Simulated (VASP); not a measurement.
Input:

```
CELL_PARAMETERS angstrom
      0.00000     3.17883     3.17883
      3.17883     0.00000     3.17883
      3.17883     3.17883     0.00000
ATOMIC_POSITIONS crystal
  Cd 0.00000 0.00000 0.00000
  Se 0.25000 0.25000 0.25000
```

All values below come from RPBE GGA, VASP's PBE PAW potentials (set 64) (plane waves; VASP 6.6.1). Numerical set-up: 520 eV cut-off, 7×7×7 Γ-centred mesh, Gaussian smearing of 0.050 eV, potentials Cd Se.

### Question
Predict the energy per atom (σ→0), pressure, band gap (on the k-mesh) with the smallest direct gap where there is one.

### Answer

The band gap (on the k-mesh) comes out as 0.50 eV, the smallest direct gap (on the k-mesh) is 0.50 eV and the energy per atom (σ→0) comes out as -2.436 eV/atom. The pressure comes out as -1.08 GPa.

Total energies compare only between runs with the same potentials, cut-off and functional.

The compound is CdSe in the zinc blende structure, whereas wurtzite is the usual form. This cell is one point of a volume scan, at 1.03 of the reference volume.
